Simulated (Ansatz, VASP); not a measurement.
**Cs3Li2: VASP beside Ansatz**

```
CELL_PARAMETERS angstrom
7.56649 0.00000 0.00000
0.00000 7.56649 0.00000
0.00000 0.00000 7.56649
ATOMIC_POSITIONS crystal
Cs 0.00000 0.50000 0.50000
Cs 0.50000 0.00000 0.50000
Cs 0.50000 0.50000 0.00000
Li 0.50000 0.50000 0.50000
Li 0.00000 0.00000 0.00000
```

Alike in both runs: task relaxation of cell and atoms; functional PBE; k mesh 6 × 6 × 6; occupations gaussian, width 0.1 eV; no spin polarisation.

|  | VASP | Ansatz |
| --- | --- | --- |
| version | VASP 6.6.1 | Ansatz 0.2.0 |
| potentials or method | VASP PAW PBE potentials, release 64 (Cs_sv, Li_sv) | scalar-relativistic, plane waves, PAW |
| plane-wave cutoff (eV) | 600 | 420 |
| valence electrons in the cell | 33 | 33 |

```tsv
	VASP	Ansatz	Ansatz less VASP
gap on the k mesh at the Fermi level, each at its own relaxed structure (eV)	none	none	-
relaxed volume (Å³/atom)	86.64	86.64	0.000
relaxed cell length with the largest relative difference (Å)	7.566	7.566	0.0000
```

A gap of «none» marks a metal or a gap that the smearing closes.

Caveats: the cutoff is under 1.25 times the usual one of these potentials, so pressure, stress and relaxed cells hold a basis-set (Pulay) error (VASP); the relaxation stopped at its first step, so nothing moved. Spin-orbit coupling is left out, which matters for the levels of Cs.
